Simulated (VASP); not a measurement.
Au (fcc) is relaxed at rising pressure, each step from the one before. Symmetry mostly holds the structure type, and other phases were not tried. The mesh follows the cell, and a change of mesh leaves a small step in the series.

```yaml
crystal:
  lattice:
    - [0.00000, 2.07727, 2.07727]
    - [2.07727, 0.00000, 2.07727]
    - [2.07727, 2.07727, 0.00000]
  atoms:
    - { symbol: Au, position: [0.00000, 0.00000, 0.00000] }
```

Calculation: PBE GGA, VASP's PBE PAW potentials (set 64) (plane waves; VASP). Numerical set-up: 500 eV cut-off, 15×15×15 Γ-centred mesh, first-order Methfessel-Paxton smearing of 0.10 eV, potentials Au.

Unless said otherwise, spin-orbit coupling is left out, though it shifts the bands of the heavy elements here.

```json
[
 {"P (GPa)": "0", "V (Å³/atom)": "17.93", "H − H(0) (eV/atom)": "0.000", "space group": "Fm-3m", "gap on the mesh (eV)": "0.00", "k-mesh": "15×15×15"},
 {"P (GPa)": "5", "V (Å³/atom)": "17.37", "H − H(0) (eV/atom)": "0.551", "space group": "Fm-3m", "gap on the mesh (eV)": "0.00", "k-mesh": "15×15×15"},
 {"P (GPa)": "10", "V (Å³/atom)": "16.89", "H − H(0) (eV/atom)": "1.085", "space group": "Fm-3m", "gap on the mesh (eV)": "0.00", "k-mesh": "15×15×15"},
 {"P (GPa)": "20", "V (Å³/atom)": "16.16", "H − H(0) (eV/atom)": "2.116", "space group": "Fm-3m", "gap on the mesh (eV)": "0.00", "k-mesh": "16×16×16"},
 {"P (GPa)": "30", "V (Å³/atom)": "15.59", "H − H(0) (eV/atom)": "3.107", "space group": "Fm-3m", "gap on the mesh (eV)": "0.00", "k-mesh": "16×16×16"},
 {"P (GPa)": "45", "V (Å³/atom)": "14.90", "H − H(0) (eV/atom)": "4.533", "space group": "Fm-3m", "gap on the mesh (eV)": "0.00", "k-mesh": "16×16×16"}
]
```

Pressures at which the relaxation failed are left out.

The compound is Au in the fcc structure.
